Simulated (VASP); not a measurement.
Method: PBE GGA, VASP's PBE PAW potentials (set 64) (plane waves; VASP).

VASP input:

INCAR:
```
NELM  =  100   # most electronic steps
SYSTEM  =  HfO2
PREC  =  Accurate
ENCUT  =  520   # plane-wave cut-off (eV)
GGA  =  PE   # PBE
LORBIT  =  11
LCHARG  =  .TRUE.
LMAXMIX  =  6   # l cut-off of mixed one-centre charges
LASPH  =  .TRUE.
ISMEAR  =  -5   # tetrahedra, Bloechl
EDIFF  =  1E-7
LWAVE  =  .FALSE.
ISIF  =  2   # forces and stress, cell fixed
NEDOS  =  601   # DOS grid
ALGO  =  Normal   # blocked Davidson
LREAL  =  .FALSE.   # projection in real space or not
```

KPOINTS:
```
Automatic mesh
0
Gamma
10 10 10
0 0 0
```

POSCAR:
```
HfO2
2.5362110
  0.0000000000   0.9999998602   0.9999998602
  0.9999998602   0.0000000000   0.9999998602
  0.9999998602   0.9999998602   0.0000000000
Hf O
1 2
Cart
  0.0000000000   0.0000000000   0.0000000000
  0.4999999301   0.4999999301   0.4999999301
  1.4999997903   1.4999997903   1.4999997903
```

POTCAR, in this order: Hf_pv O (PBE.64 set). Program: vasp_std.

The resulting files:

### OUTCAR
```
 ion  position               nearest neighbor table
   1  0.000  0.000  0.000-   3 2.20   2 2.20   3 2.20   2 2.20   3 2.20   3 2.20   2 2.20   2 2.20
  LATTYP: Found a face centered cubic cell.
 ALAT       =     5.0724212908
 Subroutine PRICEL returns:
 Original cell was already a primitive cell.
 Subroutine GETGRP returns: Found 48 space group operations
The static configuration has the point symmetry O_h .
The dynamic configuration has the point symmetry O_h .
 Subroutine INISYM returns: Found 48 space group operations
 Subroutine IBZKPT returns following result:
 Found     47 irreducible k-points:

 Following reciprocal coordinates:
            Coordinates               Weight
  0.000000  0.000000  0.000000      1.000000
  0.100000  0.000000  0.000000      8.000000
  0.200000  0.000000  0.000000      8.000000
  0.300000  0.000000  0.000000      8.000000
  0.400000  0.000000  0.000000      8.000000
  0.500000  0.000000  0.000000      4.000000
  0.100000  0.100000  0.000000      6.000000
  0.200000  0.100000  0.000000     24.000000
  0.300000  0.100000  0.000000     24.000000
  0.400000  0.100000  0.000000     24.000000
...
```

OSZICAR:
```
       N       E                     dE             d eps       ncg     rms          rms(c)
DAV:   1     0.102116885753E+03    0.10212E+03   -0.13022E+04  1410   0.145E+03
DAV:   2    -0.320676123573E+02   -0.13418E+03   -0.13248E+03  1809   0.323E+02
DAV:   3    -0.360067387866E+02   -0.39391E+01   -0.39359E+01  1795   0.547E+01
DAV:   4    -0.360279683925E+02   -0.21230E-01   -0.21228E-01  1816   0.437E+00
DAV:   5    -0.360281501664E+02   -0.18177E-03   -0.18177E-03  1746   0.364E-01    0.481E+01
DAV:   6    -0.303796653703E+02    0.56485E+01   -0.30108E+01  1592   0.388E+01    0.430E+01
DAV:   7    -0.302839574238E+02    0.95708E-01   -0.77466E-01  1795   0.821E+00    0.290E+01
DAV:   8    -0.302594996245E+02    0.24458E-01   -0.23211E-01  1802   0.508E+00    0.592E+00
DAV:   9    -0.302482065486E+02    0.11293E-01   -0.44500E-02  1711   0.190E+00    0.167E+00
DAV:  10    -0.302482716419E+02   -0.65093E-04   -0.45904E-03  1853   0.536E-01    0.303E-01
DAV:  11    -0.302482427869E+02    0.28855E-04   -0.29397E-04  1746   0.145E-01    0.216E-01
DAV:  12    -0.302482538881E+02   -0.11101E-04   -0.53344E-05  1831   0.553E-02    0.542E-02
DAV:  13    -0.302482548029E+02   -0.91487E-06   -0.21797E-06  1834   0.118E-02    0.166E-02
DAV:  14    -0.302482549976E+02   -0.19463E-06   -0.63013E-07  1641   0.609E-03    0.140E-03
DAV:  15    -0.302482549751E+02    0.22460E-07   -0.42756E-08  1055   0.177E-03
   1 F= -.30248255E+02 E0= -.30248255E+02  d E =0.000000E+00
```

**OUTCAR**
```
------------------------ aborting loop because EDIFF is reached ----------------------------------------
  FORCE on cell =-STRESS in cart. coord.  units (eV):
  Direction    XX          YY          ZZ          XY          YZ          ZX
  --------------------------------------------------------------------------------------
  Total       -0.0000677     -0.0000677     -0.0000677      0.0000000      0.0000000     -0.0000000
  in kB       -0.0033227     -0.0033227     -0.0033227      0.0000000      0.0000000     -0.0000000
  external PRESSURE =      -0.0033227 kB  Pullay stress =       0.0000000 kB
  volume of cell :       32.63
      direct lattice vectors                 reciprocal lattice vectors
     0.000000000  2.536210645  2.536210645    -0.197144508  0.197144508  0.197144508
     2.536210645  0.000000000  2.536210645     0.197144508 -0.197144508  0.197144508
     2.536210645  2.536210645  0.000000000     0.197144508  0.197144508 -0.197144508
 POSITION                                       TOTAL-FORCE (eV/Angst)
 -----------------------------------------------------------------------------------
      0.00000      0.00000      0.00000        -0.000000      0.000000     -0.000000
      1.26811      1.26811      1.26811         0.000000      0.000000      0.000000
      3.80432      3.80432      3.80432        -0.000000     -0.000000      0.000000
 -----------------------------------------------------------------------------------
    total drift:                                0.000000      0.000000      0.000000
  FREE ENERGIE OF THE ION-ELECTRON SYSTEM (eV)
  ---------------------------------------------------
  free  energy   TOTEN  =       -30.2482549751 eV

  energy  without entropy=      -30.2482549751  energy(sigma->0) =      -30.24825498

 total charge

# of ion       s       p       d       tot
------------------------------------------
    1        0.293   6.571   1.361   8.225
    2        1.561   3.553   0.000   5.114
    3        1.561   3.553   0.000   5.114
--------------------------------------------------
tot          3.415  13.677   1.361  18.453
```
(Selected blocks of OUTCAR.)

The compound is HfO2 in the fluorite structure, the high-temperature cubic form, which is unstable at 0 K; the monoclinic form is the stable one. It was relaxed first.
